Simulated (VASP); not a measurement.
These are SCAN meta-GGA, VASP's PBE PAW potentials (set 64) (plane waves; VASP) values and carry that method's errors.

VASP input:

INCAR:
```
SYSTEM=Ti
PREC=Accurate; ENCUT=520; LREAL=F
LASPH=T
EDIFF=1E-7; NELM=100; ALGO=Normal
LMAXMIX=4; LMIXTAU=T
ISMEAR=1; SIGMA=0.1
METAGGA=SCAN
IBRION=2; NSW=30; ISIF=4
EDIFFG=-0.01
LWAVE=F; LCHARG=F
```

File KPOINTS:
```
Automatic mesh
0
G
  14 14 8
0 0 0
```

POSCAR:
```
Ti
1
    1.4822941309    -2.5674088051     0.0000000000
    1.4822941309     2.5674088051     0.0000000000
    0.0000000000     0.0000000000     4.6835673072
Ti
2
Direct
  0.3333330000   0.6666670000   0.2500000000
  0.6666670000   0.3333330000   0.7500000000
```

POTCAR, in this order: Ti_sv (PBE.64 set). Program: vasp_std.

The run wrote:

OSZICAR:
```
       N       E                     dE             d eps       ncg     rms          rms(c)
DAV:   1     0.236356773741E+03    0.23636E+03   -0.13943E+04  3848   0.191E+03
DAV:   2    -0.966807197831E+01   -0.24602E+03   -0.24475E+03  4040   0.508E+02
DAV:   3    -0.391955523409E+02   -0.29527E+02   -0.29217E+02  7560   0.142E+02
DAV:   4    -0.405868388693E+02   -0.13913E+01   -0.13912E+01  3952   0.326E+01
DAV:   5    -0.406688762332E+02   -0.82037E-01   -0.82034E-01  6344   0.559E+00    0.144E+01
DAV:   6    -0.339664534557E+02    0.67024E+01   -0.22430E+01  4800   0.627E+01    0.195E+00
DAV:   7    -0.307713199522E+02    0.31951E+01   -0.38556E+00  6024   0.155E+01    0.258E+00
DAV:   8    -0.317965881695E+02   -0.10253E+01   -0.92456E-01  5552   0.554E+00    0.197E+00
DAV:   9    -0.320091532991E+02   -0.21257E+00   -0.70327E-01  4264   0.956E+00    0.173E+00
DAV:  10    -0.320647144324E+02   -0.55561E-01   -0.22009E-01  4024   0.548E+00    0.791E-01
DAV:  11    -0.320522446540E+02    0.12470E-01   -0.39830E-02  5656   0.203E+00    0.427E-01
DAV:  12    -0.320622596584E+02   -0.10015E-01   -0.94104E-02  3840   0.401E+00    0.140E-01
DAV:  13    -0.320588816499E+02    0.33780E-02   -0.18648E-02  3992   0.178E+00    0.523E-02
DAV:  14    -0.320596418248E+02   -0.76017E-03   -0.21062E-03  5112   0.470E-01    0.733E-02
DAV:  15    -0.320589613496E+02    0.68048E-03   -0.68026E-03  3872   0.117E+00    0.539E-02
DAV:  16    -0.320598999332E+02   -0.93858E-03   -0.14334E-03  3944   0.453E-01    0.228E-02
DAV:  17    -0.320602172145E+02   -0.31728E-03   -0.62560E-04  4304   0.309E-01    0.115E-02
DAV:  18    -0.320602070495E+02    0.10165E-04   -0.69657E-05  4632   0.107E-01    0.124E-02
DAV:  19    -0.320601594627E+02    0.47587E-04   -0.53925E-06  5232   0.237E-02    0.860E-03
DAV:  20    -0.320600864948E+02    0.72968E-04   -0.34223E-05  4064   0.669E-02    0.111E-03
DAV:  21    -0.320600542339E+02    0.32261E-04   -0.68299E-06  4592   0.294E-02    0.218E-03
DAV:  22    -0.320600574105E+02   -0.31766E-05   -0.40527E-07  4104   0.754E-03    0.196E-03
DAV:  23    -0.320600592007E+02   -0.17902E-05   -0.11893E-06  2984   0.140E-02    0.648E-04
DAV:  24    -0.320600582883E+02    0.91246E-06   -0.30155E-07  3024   0.719E-03    0.736E-04
DAV:  25    -0.320600546619E+02    0.36264E-05   -0.21306E-08  2040   0.212E-03    0.453E-04
DAV:  26    -0.320600522784E+02    0.23835E-05   -0.20265E-08  2088   0.212E-03    0.292E-04
DAV:  27    -0.320600504505E+02    0.18279E-05   -0.11013E-08  2048   0.164E-03    0.152E-04
DAV:  28    -0.320600509434E+02   -0.49296E-06   -0.35832E-09  2024   0.800E-04    0.119E-04
DAV:  29    -0.320600509601E+02   -0.16639E-07   -0.17966E-09  2040   0.432E-04
   1 F= -.32060051E+02 E0= -.32060373E+02  d E =-.320601E+02
```

OUTCAR:
```
------------------------ aborting loop because EDIFF is reached ----------------------------------------
  FORCE on cell =-STRESS in cart. coord.  units (eV):
  Direction    XX          YY          ZZ          XY          YZ          ZX
  --------------------------------------------------------------------------------------
  Total       -0.7617506     -0.7617506     -0.7783324      0.0000000      0.0000000     -0.0000000
  in kB      -34.2363294    -34.2363309    -34.9815861      0.0000000      0.0000000     -0.0000000
  external PRESSURE =     -34.4847488 kB  Pullay stress =       0.0000000 kB
  volume of cell :       35.65
      direct lattice vectors                 reciprocal lattice vectors
     1.482294131 -2.567408805  0.000000000     0.337314970 -0.194748884  0.000000000
     1.482294131  2.567408805  0.000000000     0.337314970  0.194748884  0.000000000
     0.000000000  0.000000000  4.683567307     0.000000000  0.000000000  0.213512465
 POSITION                                       TOTAL-FORCE (eV/Angst)
 -----------------------------------------------------------------------------------
      1.48229      0.85580      1.17089         0.000000      0.000000      0.000000
      1.48229     -0.85580      3.51268        -0.000000     -0.000000      0.000000
 -----------------------------------------------------------------------------------
    total drift:                               -0.000192      0.001071     -0.000018
  FREE ENERGIE OF THE ION-ELECTRON SYSTEM (eV)
  ---------------------------------------------------
  free  energy   TOTEN  =       -32.0600509601 eV

  energy  without entropy=      -32.0610173545  energy(sigma->0) =      -32.06037309

 reached required accuracy - stopping structural energy minimisation
```
(Selected blocks of OUTCAR.)

The compound is Ti in the hcp structure. This cell is one point of a volume scan, at 1.03 of the reference volume.
